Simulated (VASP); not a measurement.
Mg:

```
Mg
1.0
     3.18000    0.00000    0.00000
    -1.59000    2.75396    0.00000
     0.00000    0.00000    5.16000
Mg
2
Direct
  0.33333 0.66667 0.25000
  0.66667 0.33333 0.75000
```

The cell was built by a generator and needn't be a form met in nature.

```yaml
Program: VASP 6.6.1
Task: relaxation of cell and atoms
Functional: PBEsol
Dispersion: D3(BJ)
Potentials_or_basis: VASP PAW PBE potentials, release 64 (Mg)
Cutoff: 600 eV
k_mesh: 15 × 15 × 8
Occupations: gaussian, width 0.1 eV
Spin: no spin polarisation
```

At the start: pressure -2.2 GPa; volume 22.59 Å³/atom.

Problem. How do energy, volume and symmetry change on relaxing?

Solution. Over 8 steps the energy falls by 9.6 meV/atom and the volume is 21.32 Å³/atom (-5.6 %); space group P6_3/mmc (No. 194, to 0.05 Å).

The path:
```tsv
step	energy change (eV)	largest force (eV/Å)	pressure (GPa)	volume (Å³)
1	0.0000	0.0000	-2.18	45.19
2	-0.0178	0.0000	-0.55	43.21
3	-0.0189	0.0000	0.01	42.63
4	-0.0189	0.0000	0.06	42.58
5	-0.0191	0.0000	0.05	42.59
6	-0.0191	0.0000	0.03	42.60
7	-0.0191	0.0000	0.03	42.60
8	-0.0191	0.0000	0.00	42.64
```

Final structure:
```
CELL_PARAMETERS angstrom
3.13238 0.00000 0.00000
-1.56619 2.71272 0.00000
0.00000 0.00000 5.01800
ATOMIC_POSITIONS crystal
Mg 0.33333 0.66667 0.25000
Mg 0.66667 0.33333 0.75000
```

Caveat: the PAW data sets were made with another functional, which shifts forces and pressure a little; pairwise dispersion overbinds metals, which lowers pressure and volume.
